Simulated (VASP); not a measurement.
Input:

```yaml
crystal:
  lattice:
    - [0.00000, 2.86243, 2.86243]
    - [2.86243, 0.00000, 2.86243]
    - [2.86243, 2.86243, 0.00000]
  atoms:
    - { symbol: Be, position: [0.00000, 0.00000, 0.00000] }
    - { symbol: Te, position: [0.25000, 0.25000, 0.25000] }
```

All values below come from HSEsol screened hybrid, VASP's PBE PAW potentials (set 64) (plane waves; VASP 6.6.1). Settings: 520 eV cut-off, 6×6×6 Γ-centred mesh, Gaussian smearing of 0.050 eV, potentials Be Te.

Unless said otherwise, spin-orbit coupling is left out, though it shifts the bands of the heavy elements here.

**Question.** Estimate the energy per atom (σ→0), pressure, band gap (on the k-mesh) with the smallest direct gap where there is one.

**Answer.** 
```json
{
  "band gap (on the k-mesh)": "2.68 eV",
  "smallest direct gap (on the k-mesh)": "4.17 eV",
  "energy per atom (σ→0)": "-4.568 eV/atom",
  "pressure": "-3.87 GPa"
}
```

Only differences to runs with the same potentials and settings are physical.

The compound is BeTe in the zinc blende structure. This cell is one point of a volume scan, at 1.03 of the reference volume. The cell's shape comes from a PBE relaxation.
